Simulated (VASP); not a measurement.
Input of a VASP 6.6.1 run:

File INCAR:

```
SYSTEM = Be3Se2S
  ALGO = Fast
  EDIFF = 1E-4
  EDIFFG = -0.08
  ENCUT = 520
  GGA = PE
  IBRION = 2
  ISIF = 3
  ISMEAR = 0
  LASPH = .TRUE.
  LCHARG = .FALSE.
  LREAL = .FALSE.
  LWAVE = .FALSE.
  NELM = 60
  NSW = 24
  PREC = Normal
  SIGMA = 0.15
```

The input KPOINTS:

```
k-points
0
G
  5 5 2
  0 0 0
```

POSCAR

```
Be3Se2S
1.0
    3.5780000000      0.0000000000      0.0000000000
   -1.7890000000      3.0986388900      0.0000000000
    0.0000000000      0.0000000000      8.7640000000
Be Se S
3 2 1
Direct
    0.3333333300      0.6666666700      0.9166700000
    0.0000000000      0.0000000000      0.2500000000
    0.6666666700      0.3333333300      0.5833300000
    0.3333333300      0.6666666700      0.6666700000
    0.6666666700      0.3333333300      0.3333300000
    0.0000000000      0.0000000000      0.0000000000
```

Potentials or basis: VASP PAW PBE potentials, release 64 (Be, Se, S).

Command:

```sh
$ cat potpaw_PBE.64/Be/POTCAR potpaw_PBE.64/Se/POTCAR potpaw_PBE.64/S/POTCAR > POTCAR
$ mpirun -np 1 vasp_std > vasp.out
```

(1) Predict the band gap on the k mesh.

(2) What does it give for the relaxed volume?

(3) What does it give for the space group after relaxing (to 0.05 Å)?

## Answers

(1) 2.89 eV, indirect (least direct gap 4.03 eV).

(2) 16.42 Å³/atom.

(3) P3m1 (No. 156).

Caveat: an odd mesh through Γ misses points on the zone boundary, where band edges often lie.
